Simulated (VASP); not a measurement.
```yaml
crystal:
  lattice:
    - [0.00000, 2.79667, 2.76693]
    - [2.65500, 0.00000, 2.76693]
    - [2.65500, 2.79667, 0.00000]
  atoms:
    - { symbol: Mg, position: [0.00000, 0.00000, 0.00000] }
    - { symbol: Se, position: [0.49361, 0.50639, 0.50639] }
```

The numbers are results of optB88-vdW, VASP's PBE PAW potentials (set 64) (plane waves; VASP), not measurements. Numerical set-up: 400 eV cut-off, 8×8×8 Γ-centred mesh, Gaussian smearing of 0.050 eV, potentials Mg Se.

Task: Estimate the energy per atom (σ→0), largest force.

Result: 
The energy per atom (σ→0) is -2.243 eV/atom and the largest force is 0.142 eV/Å.

Only differences to runs with the same potentials and settings are physical.

The compound is MgSe in the rock salt structure. The cell was not relaxed at this level, atoms are displaced from their ideal sites. The run is one of a series of settings (AGGAC = 0.0, GGA = BO, LUSE_VDW = .TRUE., PARAM1 = 0.1833333333, PARAM2 = 0.22 against the base run), some of them coarse on purpose.
